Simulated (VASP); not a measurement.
Calculation: HSE06 screened hybrid with D3 dispersion (Becke-Johnson damping), VASP's PBE PAW potentials (set 64) (plane waves; VASP).

VASP input:

### KPOINTS
```
kpoints
0
gamma
 3 3 3
```

POSCAR:
```
CuI
1
    0.0000000000     3.0343780000     3.0343780000
    3.0343780000     0.0000000000     3.0343780000
    3.0343780000     3.0343780000     0.0000000000
Cu I
1 1
Direct
  0.0000000000   0.0000000000   0.0000000000
  0.2500000000   0.2500000000   0.2500000000
```

### INCAR
```
AEXX  =  0.25
ALGO  =  Normal
EDIFF  =  1E-6
ENCUT  =  300
GGA  =  PE
HFSCREEN  =  0.2
ISIF  =  2
ISMEAR  =  0
ISYM  =  3
IVDW  =  12
LASPH  =  .True.
LCHARG  =  .False.
LHFCALC  =  .True.
LMAXMIX  =  4
LREAL  =  .False.
LWAVE  =  .False.
NELM  =  100
PREC  =  Accurate
PRECFOCK  =  Fast
SIGMA  =  0.02
SYSTEM  =  CuI
```

POTCAR, in this order: Cu I (PBE.64 set). Program: vasp_std.

What VASP printed:

**stdout**
```
 POSCAR found type information on POSCAR CuI
 POSCAR found :  2 types and       2 ions
 Reading from existing POTCAR
 Reading from existing POTCAR

 -----------------------------------------------------------------------------
|                                                                             |
|     EEEEEEE  RRRRRR   RRRRRR   OOOOOOO  RRRRRR      ###     ###     ###     |
|     E        R     R  R     R  O     O  R     R     ###     ###     ###     |
|     E        R     R  R     R  O     O  R     R     ###     ###     ###     |
|     EEEEE    RRRRRR   RRRRRR   O     O  RRRRRR       #       #       #      |
|     E        R   R    R   R    O     O  R   R                               |
|     E        R    R   R    R   O     O  R    R      ###     ###     ###     |
|     EEEEEEE  R     R  R     R  OOOOOOO  R     R     ###     ###     ###     |
|                                                                             |
|     Unsupported xc functional, please specify VDW_S6, VDW_S8, VDW_A1        |
|     and VDW_A2 in the INCAR file.                                           |
|                                                                             |
|       ---->  I REFUSE TO CONTINUE WITH THIS SICK JOB ... BYE!!! <----       |
|                                                                             |
 -----------------------------------------------------------------------------
```

VASP stops with an error: Unsupported xc functional, please specify VDW_S6, VDW_S8, VDW_A1 and VDW_A2 in the INCAR file. ----> I REFUSE TO CONTINUE WITH THIS SICK JOB ... BYE!!! <----

The structure is a typed CuI crystal. The cell was not relaxed at this level. The k-mesh is coarse (spacing up to 0.60 per Å, 2π included), so the numbers may not be converged in it. The run is one of a series of settings (AEXX = 0.25, HFSCREEN = 0.2, ISYM = 3, IVDW = 12, LHFCALC = .TRUE., PRECFOCK = Fast, KPOINTS 3×3×3 Γ-centred mesh against the base run), some of them coarse on purpose.
